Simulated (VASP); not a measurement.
# Ni: cell size and functional

Which functional gives which lattice for Ni? The starting structure is a measured crystal structure from the Crystallography Open Database.

Main program and level: VASP 6.6.1; Kohn-Sham DFT with plane waves and PAW; PBEsol, r2SCAN, PBE and LDA.

## 1. Starting point

It takes space group Fm-3m (No. 225, cubic). The conventional cell has a = 3.523 Å, b = 3.523 Å, c = 3.523 Å, α = 90.00°, β = 90.00°, γ = 90.00°. Nearest to Ni lie 12 Ni at 2.49 Å.

## 2. Relaxation with PBEsol

PBEsol restores the gradient expansion of exchange and is tuned for the cells of solids. This run starts from the cell of an earlier relaxation, which isn't shown; the restart sets up the plane waves anew.

INCAR

```
SYSTEM = Ni
PREC = Accurate
ENCUT = 520
EDIFF = 1E-07
NELM = 100
ISMEAR = 1
SIGMA = 0.15
LREAL = .FALSE.
ALGO = Normal
GGA = PS
NBANDS = 12
ISPIN = 2
MAGMOM = 1
LASPH = .TRUE.
LMAXMIX = 4
LORBIT = 11
LWAVE = .FALSE.
LCHARG = .FALSE.
KPAR = 4
IBRION = 2
NSW = 50
ISIF = 3
EDIFFG = -0.005
```

POSCAR

```
Ni
1.0
    0.0000000000      1.7311387961      1.7311387961
    1.7311387961      0.0000000000      1.7311387961
    1.7311387961      1.7311387961      0.0000000000
Ni
1
Direct
    0.0000000000      0.0000000000      0.0000000000
```

KPOINTS

```
Automatic mesh
0
Gamma
24 24 24
0 0 0
```

The projector-augmented-wave data sets are Ni (PBE family, release 64).

Started as:

```sh
$ mpirun -np 4 vasp_std
```

Log:

```text
[banner, memory and clock lines left out]
running    4 mpi-ranks, on    1 nodes
 distrk:  each k-point on    1 cores,    4 groups
 distr:  one band on    1 cores,    1 groups

 POSCAR found type information on POSCAR Ni
 POSCAR found :  1 types and       1 ions
|                                                                             |
|               ----> ADVICE to this user running VASP <----                  |
|                                                                             |
|     You enforced a specific xc type in the INCAR file but a different       |
|     [... a line on the potential file left out ...]
|     I HOPE YOU KNOW WHAT YOU ARE DOING!                                     |
|                                                                             |

 LDA part: xc-table for (Slater+PW92), standard interpolation
 POSCAR, INCAR and KPOINTS ok, starting setup
 FFT: planning ... GRIDC
 FFT: planning ... GRID_SOFT
 FFT: planning ... GRID
 WAVECAR not read
 entering main loop
       N       E                     dE             d eps       ncg     rms          rms(c)
DAV:   1     0.302000278121E+02    0.30200E+02   -0.45638E+03 20632   0.109E+03
DAV:   2    -0.621548252235E+01   -0.36416E+02   -0.34208E+02 21164   0.174E+02
DAV:   3    -0.733585097265E+01   -0.11204E+01   -0.11097E+01 22720   0.334E+01
DAV:   4    -0.734455251444E+01   -0.87015E-02   -0.86998E-02 23028   0.267E+00
DAV:   5    -0.734471195484E+01   -0.15944E-03   -0.15944E-03 23364   0.339E-01    0.111E+01
DAV:   6    -0.649066683796E+01    0.85405E+00   -0.15783E+01 25448   0.537E+01    0.588E+00
DAV:   7    -0.615632794688E+01    0.33434E+00   -0.25461E+00 25204   0.199E+01    0.200E+00
DAV:   8    -0.613843804834E+01    0.17890E-01   -0.20739E-02 27796   0.126E+00    0.996E-01
DAV:   9    -0.613538350828E+01    0.30545E-02   -0.20011E-03 30552   0.325E-01    0.289E-01
DAV:  10    -0.613469302812E+01    0.69048E-03   -0.51613E-04 30560   0.142E-01    0.524E-02
DAV:  11    -0.613466284274E+01    0.30185E-04   -0.68390E-05 26260   0.830E-02    0.235E-02
DAV:  12    -0.613466400963E+01   -0.11669E-05   -0.27232E-06 27064   0.114E-02    0.136E-02
DAV:  13    -0.613466406672E+01   -0.57096E-07   -0.27657E-07 22992   0.514E-03
   1 F= -.61346641E+01 E0= -.61343749E+01  d E =-.613466E+01  mag=     0.6192
 curvature:   0.00 expect dE= 0.000E+00 dE for cont linesearch  0.000E+00
 trial: gam= 0.00000 g(F)=  0.271E-63 g(S)=  0.641E-06 ort = 0.000E+00 (trialstep = 0.100E+01)
 search vector abs. value=  0.641E-06
 reached required accuracy - stopping structural energy minimisation
```

Wall time 18 s (4 MPI ranks of Intel Xeon Platinum 8375C at 2.90GHz (Ice Lake), shared host); peak memory 0.72 GiB.

Lines that name or quote the potential files are left out of all logs, and their timing lines are given in words.

OUTCAR, selected parts (step 2):

```text
ion  position               nearest neighbor table
   1  0.000  0.000  0.000-

  LATTYP: Found a face centered cubic cell.
 ALAT       =     3.4622775922

 Subroutine GETGRP returns: Found 48 space group operations
 (whereof 48 operations were pure point group operations)

The static configuration has the point symmetry O_h .

 Found    413 irreducible k-points:

   k-points           NKPTS =    413   k-points in BZ     NKDIM =    413   number of bands    NBANDS=     12

   dimension x,y,z NGX =    18 NGY =   18 NGZ =   18
   dimension x,y,z NGXF=    36 NGYF=   36 NGZF=   36

   ENCUT  =  520.0 eV  38.22 Ry    6.18 a.u.   4.55  4.55  4.55*2*pi/ulx,y,z

   NELECT =      10.0000    total number of electrons

 k-points in reciprocal lattice and weights: Automatic mesh
   0.00000000  0.00000000  0.00000000       0.000
   0.04166667  0.00000000  0.00000000       0.001
   0.08333333  0.00000000  0.00000000       0.001
   0.12500000  0.00000000  0.00000000       0.001
   0.16666667  0.00000000  0.00000000       0.001
   0.20833333  0.00000000  0.00000000       0.001
   0.25000000  0.00000000  0.00000000       0.001
   0.29166667  0.00000000  0.00000000       0.001
   0.33333333  0.00000000  0.00000000       0.001
[...]
-0.29166667  0.50000000  0.20833333       0.001
  -0.25000000  0.50000000  0.25000000       0.000

 average (electrostatic) potential at core
       1 -81.2841

 E-fermi :   9.8802

 spin component 1
 k-point     1 :       0.0000    0.0000    0.0000
  band No.  band energies     occupation
    ...
      2       7.3249      1.00000
      3       7.3249      1.00000
      4       7.3249      1.00000
      5       8.5804      1.00000
      6       8.5804      1.00000
      7      33.9733      0.00000
      8      38.1868      0.00000
      9      38.1868      0.00000
     10      38.1868      0.00000
     11      41.2694      0.00000
    ...

 k-point     2 :       0.0417    0.0000    0.0000
  band No.  band energies     occupation
    ...
      2       7.3055      1.00000
      3       7.3416      1.00000
      4       7.3416      1.00000
      5       8.5730      1.00000
      6       8.5730      1.00000
      7      33.7996      0.00000
      8      37.1027      0.00000
      9      38.0172      0.00000
     10      38.0172      0.00000
     11      41.5170      0.00000
    ...

 k-point     3 :       0.0833    0.0000    0.0000
  band No.  band energies     occupation
    ...
      2       7.2504      1.00000
      3       7.3881      1.00000
      4       7.3881      1.00000
      5       8.5542      1.00000
      6       8.5542      1.00000
      7      32.9664      0.00000
      8      35.7353      0.00000
      9      37.6284      0.00000
     10      37.6284      0.00000
     11      42.1125      0.00000
    ...

 k-point     4 :       0.1250    0.0000    0.0000
  band No.  band energies     occupation
    ...
      2       7.1690      1.00000
      3       7.4539      1.00000
      4       7.4539      1.00000
      5       8.5342      1.00000
      6       8.5342      1.00000
      7      31.2066      0.00000
      8      35.1267      0.00000
      9      37.1828      0.00000
     10      37.1828      0.00000
     11      42.3470      0.00000
    ...

 k-point     5 :       0.1667    0.0000    0.0000
  band No.  band energies     occupation
    ...
      2       7.0773      1.00000
      3       7.5201      1.00000
      4       7.5201      1.00000
      5       8.5310      1.00000
      6       8.5310      1.00000
      7      29.0752      0.00000
      8      34.8157      0.00000
      9      36.7583      0.00000
     10      36.7583      0.00000
     11      42.3304      0.00000
    ...

 k-point     6 :       0.2083    0.0000    0.0000
  band No.  band energies     occupation
    ...
      2       6.9994      1.00000
      3       7.5627      1.00000
      4       7.5627      1.00000
      5       8.5666      1.00000
      6       8.5666      1.00000
      7      26.8922      0.00000
      8      34.5005      0.00000
      9      36.3843      0.00000
     10      36.3843      0.00000
     11      42.4694      0.00000
    ...

  Total       -0.0021043     -0.0021043     -0.0021043     -0.0000000     -0.0000000      0.0000000
  in kB       -0.3249296     -0.3249296     -0.3249296     -0.0000000     -0.0000000      0.0000000
  external PRESSURE =      -0.3249296 kB  Pullay stress =       0.0000000 kB

  energy-cutoff  :      520.00
  volume of cell :       10.38
      direct lattice vectors                 reciprocal lattice vectors
     0.000000000  1.731138796  1.731138796    -0.288827217  0.288827217  0.288827217
     1.731138796  0.000000000  1.731138796     0.288827217 -0.288827217  0.288827217
     1.731138796  1.731138796  0.000000000     0.288827217  0.288827217 -0.288827217

 POSITION                                       TOTAL-FORCE (eV/Angst)
 -----------------------------------------------------------------------------------
      0.00000      0.00000      0.00000        -0.000000      0.000000     -0.000000
 -----------------------------------------------------------------------------------
    total drift:                                0.000000     -0.000000     -0.000000

  FREE ENERGIE OF THE ION-ELECTRON SYSTEM (eV)
  ---------------------------------------------------
  free  energy   TOTEN  =        -6.1346640667 eV

  energy  without entropy=       -6.1337966543  energy(sigma->0) =       -6.13437493

 reached required accuracy - stopping structural energy minimisation

 total charge
# of ion       s       p       d       tot
------------------------------------------
    1        0.521   0.547   8.334   9.402

 magnetization (x)
# of ion       s       p       d       tot
------------------------------------------
    1       -0.006  -0.024   0.655   0.624

[... 6 further parts left out ...]
```

The cell holds one magnetic atom, so no antiferromagnetic order fits into it. The PAW data sets were made with PBE, which is usual practice but a small mismatch for other functionals. The run keeps the 48 symmetry operations of its start, so it cannot find a distortion of lower symmetry.

With PBEsol the relaxed cell holds 10.376 Å³ an atom, -5.07 % against the measured cell, with a = 3.462 Å.

## 3. Relaxation with r2SCAN

r2SCAN adds the kinetic-energy density, costs more than a GGA and is run with LASPH. This run starts from the cell of an earlier relaxation, which isn't shown; the restart sets up the plane waves anew.

INCAR, as its differences from that of step 2:

```diff
@@ -9,3 +9,4 @@
 ALGO = Normal
-GGA = PS
+METAGGA = R2SCAN
+LASPH = .TRUE.
 NBANDS = 12
@@ -13,3 +14,2 @@
 MAGMOM = 1
-LASPH = .TRUE.
 LMAXMIX = 4
```

POSCAR

```
Ni
1.0
    0.0000000000      1.7393587753      1.7393587753
    1.7393587753      0.0000000000      1.7393587753
    1.7393587753      1.7393587753      0.0000000000
Ni
1
Direct
    0.0000000000      0.0000000000      0.0000000000
```

KPOINTS is that of step 2.

Started as:

```sh
$ mpirun -np 4 vasp_std
```

Log:

```text
[banner, memory and clock lines left out]
running    4 mpi-ranks, on    1 nodes
[...]
[... a notice as in an earlier step ...]

 LDA part: xc-table for (None), standard interpolation
 POSCAR, INCAR and KPOINTS ok, starting setup
[...]
entering main loop
       N       E                     dE             d eps       ncg     rms          rms(c)
DAV:   1     0.251664507308E+02    0.25166E+02   -0.46410E+03 20352   0.111E+03
DAV:   2    -0.129914534264E+02   -0.38158E+02   -0.35753E+02 21116   0.180E+02
DAV:   3    -0.142584734551E+02   -0.12670E+01   -0.12585E+01 22832   0.367E+01
DAV:   4    -0.142695421004E+02   -0.11069E-01   -0.11065E-01 23092   0.307E+00
[...]
DAV:  16    -0.119435510467E+02   -0.25727E-06   -0.11970E-08 11584   0.113E-03    0.427E-04
DAV:  17    -0.119435509274E+02    0.11937E-06   -0.10163E-09 10988   0.339E-04    0.112E-04
DAV:  18    -0.119435509176E+02    0.97559E-08   -0.53757E-10 10824   0.272E-04
   1 F= -.11943551E+02 E0= -.11943871E+02  d E =-.119436E+02  mag=     0.7136
[...]
reached required accuracy - stopping structural energy minimisation
```

Wall time 98 s (4 MPI ranks); peak memory 0.74 GiB; 6.5 min of CPU time.

OUTCAR, selected parts (step 3):

```text
  Total       -0.0034044     -0.0034044     -0.0034044     -0.0000000     -0.0000000     -0.0000000
  in kB       -0.5182724     -0.5182724     -0.5182724     -0.0000000     -0.0000000     -0.0000000
  external PRESSURE =      -0.5182724 kB  Pullay stress =       0.0000000 kB

 POSITION                                       TOTAL-FORCE (eV/Angst)
 -----------------------------------------------------------------------------------
      0.00000      0.00000      0.00000         0.000000      0.000000     -0.000000
 -----------------------------------------------------------------------------------
    total drift:                                0.000000     -0.000000      0.000000

  FREE ENERGIE OF THE ION-ELECTRON SYSTEM (eV)
  ---------------------------------------------------
  free  energy   TOTEN  =       -11.9435509176 eV

  energy  without entropy=      -11.9445101223  energy(sigma->0) =      -11.94387065

 magnetization (x)
# of ion       s       p       d       tot
------------------------------------------
    1       -0.010  -0.043   0.785   0.732

[... 2 parts as in an earlier step ...]

[... 2 further parts left out ...]
[key lines of the parts left out:]
E-fermi :   9.8057
```

With r2SCAN the relaxed cell holds 10.524 Å³ an atom, -3.71 % against the measured cell, with a = 3.479 Å. That is +1.43 % from PBEsol.

## 4. Relaxation with PBE

PBE, the usual starting point, adds the gradient of the density. This run starts from the cell of an earlier relaxation, which isn't shown; the restart sets up the plane waves anew.

INCAR, as its differences from that of step 3:

```diff
@@ -9,4 +9,3 @@
 ALGO = Normal
-METAGGA = R2SCAN
-LASPH = .TRUE.
+GGA = PE
 NBANDS = 12
@@ -14,2 +13,3 @@
 MAGMOM = 1
+LASPH = .TRUE.
 LMAXMIX = 4
```

POSCAR

```
Ni
1.0
    0.0000000000      1.7591451049      1.7591451049
    1.7591451049      0.0000000000      1.7591451049
    1.7591451049      1.7591451049      0.0000000000
Ni
1
Direct
    0.0000000000      0.0000000000      0.0000000000
```

KPOINTS is that of step 3.

Started as:

```sh
$ mpirun -np 4 vasp_std
```

Log:

```text
[banner, memory and clock lines left out]
running    4 mpi-ranks, on    1 nodes
[...]
LDA part: xc-table for (Slater+PW92), standard interpolation
 POSCAR, INCAR and KPOINTS ok, starting setup
[...]
entering main loop
       N       E                     dE             d eps       ncg     rms          rms(c)
DAV:   1     0.307175820479E+02    0.30718E+02   -0.45485E+03 20644   0.107E+03
DAV:   2    -0.538531591988E+01   -0.36103E+02   -0.33838E+02 21100   0.171E+02
DAV:   3    -0.648619611076E+01   -0.11009E+01   -0.10935E+01 22900   0.331E+01
DAV:   4    -0.649520508311E+01   -0.90090E-02   -0.90064E-02 22852   0.270E+00
[...]
DAV:  12    -0.547000413157E+01   -0.88149E-06   -0.14036E-06 25388   0.110E-02    0.128E-02
DAV:  13    -0.547000383644E+01    0.29513E-06   -0.32227E-07 23416   0.585E-03    0.491E-03
DAV:  14    -0.547000381399E+01    0.22453E-07   -0.80584E-08 11324   0.324E-03
   1 F= -.54700038E+01 E0= -.54699154E+01  d E =-.547000E+01  mag=     0.6421
[...]
reached required accuracy - stopping structural energy minimisation
```

Elapsed: 26 s, on 4 MPI ranks; peak memory 0.75 GiB.

Parts of OUTCAR (step 4):

```text
  Total        0.0021173      0.0021173      0.0021173     -0.0000000     -0.0000000      0.0000000
  in kB        0.3115657      0.3115657      0.3115657     -0.0000000     -0.0000000      0.0000000
  external PRESSURE =       0.3115657 kB  Pullay stress =       0.0000000 kB

 POSITION                                       TOTAL-FORCE (eV/Angst)
 -----------------------------------------------------------------------------------
      0.00000      0.00000      0.00000         0.000000      0.000000      0.000000
 -----------------------------------------------------------------------------------
    total drift:                                0.000000      0.000000      0.000000

  FREE ENERGIE OF THE ION-ELECTRON SYSTEM (eV)
  ---------------------------------------------------
  free  energy   TOTEN  =        -5.4700038140 eV

  energy  without entropy=       -5.4697385220  energy(sigma->0) =       -5.46991538

 magnetization (x)
# of ion       s       p       d       tot
------------------------------------------
    1       -0.006  -0.025   0.686   0.654

[... 2 parts as in an earlier step ...]

[... 2 further parts left out ...]
[key lines of the parts left out:]
E-fermi :   9.3748
```

With PBE the relaxed cell holds 10.888 Å³ an atom, -0.39 % against the measured cell, with a = 3.518 Å. That is +4.93 % from PBEsol.

## 5. Relaxation with LDA

LDA, the lowest rung, knows the local density alone. This run starts from the cell of an earlier relaxation, which isn't shown; the restart sets up the plane waves anew.

INCAR, as its differences from that of step 4:

```diff
@@ -9,3 +9,3 @@
 ALGO = Normal
-GGA = PE
+GGA = CA
 NBANDS = 12
```

POSCAR

```
Ni
1.0
    0.0000000000      1.7108912867      1.7108912867
    1.7108912867      0.0000000000      1.7108912867
    1.7108912867      1.7108912867      0.0000000000
Ni
1
Direct
    0.0000000000      0.0000000000      0.0000000000
```

KPOINTS is that of step 4.

PAW data sets: Ni (LDA family, release 64).

Started as:

```sh
$ mpirun -np 4 vasp_std
```

Log:

```text
[banner, memory and clock lines left out]
running    4 mpi-ranks, on    1 nodes
[...]
LDA part: xc-table for (Slater(with rela. corr.)+CA(PZ))
 , standard interpolation
 POSCAR, INCAR and KPOINTS ok, starting setup
[...]
entering main loop
       N       E                     dE             d eps       ncg     rms          rms(c)
DAV:   1     0.300369391101E+02    0.30037E+02   -0.45450E+03 20560   0.110E+03
DAV:   2    -0.654136127037E+01   -0.36578E+02   -0.34214E+02 21164   0.176E+02
DAV:   3    -0.768262029617E+01   -0.11413E+01   -0.11336E+01 22636   0.340E+01
DAV:   4    -0.769143628891E+01   -0.88160E-02   -0.88141E-02 22956   0.271E+00
[...]
DAV:  11    -0.657928452646E+01    0.18257E-04   -0.23393E-05 28112   0.364E-02    0.228E-02
DAV:  12    -0.657928644883E+01   -0.19224E-05   -0.43974E-06 28676   0.150E-02    0.503E-03
DAV:  13    -0.657928636017E+01    0.88664E-07   -0.53501E-08 14052   0.245E-03
   1 F= -.65792864E+01 E0= -.65791199E+01  d E =-.657929E+01  mag=     0.5532
[...]
reached required accuracy - stopping structural energy minimisation
```

Elapsed: 19 s, on 4 MPI ranks; peak memory 0.7 GiB; 73 s of CPU time.

From OUTCAR (step 5):

```text
  Total        0.0003125      0.0003125      0.0003125      0.0000000     -0.0000000     -0.0000000
  in kB        0.0499890      0.0499890      0.0499890      0.0000000     -0.0000000     -0.0000000
  external PRESSURE =       0.0499890 kB  Pullay stress =       0.0000000 kB

 POSITION                                       TOTAL-FORCE (eV/Angst)
 -----------------------------------------------------------------------------------
      0.00000      0.00000      0.00000        -0.000000     -0.000000      0.000000
 -----------------------------------------------------------------------------------
    total drift:                                0.000000     -0.000000     -0.000000

  FREE ENERGIE OF THE ION-ELECTRON SYSTEM (eV)
  ---------------------------------------------------
  free  energy   TOTEN  =        -6.5792863602 eV

  energy  without entropy=       -6.5787869820  energy(sigma->0) =       -6.57911990

 magnetization (x)
# of ion       s       p       d       tot
------------------------------------------
    1       -0.005  -0.019   0.578   0.553

[... 2 parts as in an earlier step ...]

[... 2 further parts left out ...]
[key lines of the parts left out:]
E-fermi :  10.2601
```

With LDA the relaxed cell holds 10.016 Å³ an atom, -8.36 % against the measured cell, with a = 3.422 Å. That is -3.47 % from PBEsol.

## 6. The runs compared

| level | volume (Å³/atom) | against the measured cell (%) | a (Å) | pressure left (GPa) | core minutes |
| --- | --- | --- | --- | --- | --- |
| PBEsol | 10.376 | -5.07 | 3.4623 | -0.03 | 8.33 |
| r2SCAN | 10.524 | -3.71 | 3.4787 | -0.05 | 42.4 |
| PBE | 10.888 | -0.39 | 3.5183 | 0.03 | 5.4 |
| LDA | 10.016 | -8.36 | 3.4218 | 0.0 | 9.13 |

Core minutes are wall time times ranks, summed over the relaxations behind a row (those for a bulk modulus apart), on shared hosts.

## 7. Outcome

```yaml
volume_pbesol: 10.38 Å³/atom
volume_r2scan: 10.52 Å³/atom
volume_pbe: 10.89 Å³/atom
volume_lda: 10.02 Å³/atom
```

What this shows: Across 4 levels the volume of Ni spans 8.7 %, from 10.02 Å³ an atom (LDA) to 10.89 Å³ (PBE). Against the measured volume of the starting structure, PBE comes nearest (-0.4 %) and LDA lies farthest (-8.4 %). The measured cell holds zero-point expansion and, unless it was taken cold, thermal expansion, which the runs lack, so small differences decide nothing. All runs keep the symmetry of the start, so they can't find a distortion of lower symmetry.

[Lines on the potential files, build, host, timing and source positions are cut from VASP's logs without a mark.]

[Logs are printed without paths, hosts, clocks, repeated set-up lines and the standing remarks that a program may print on its own settings, such as how far it seeks lower states.]

[Hosts, paths, dates, database ids (printed as entryN), source tags and the programs' standing remarks are cut or masked in the printed files.]
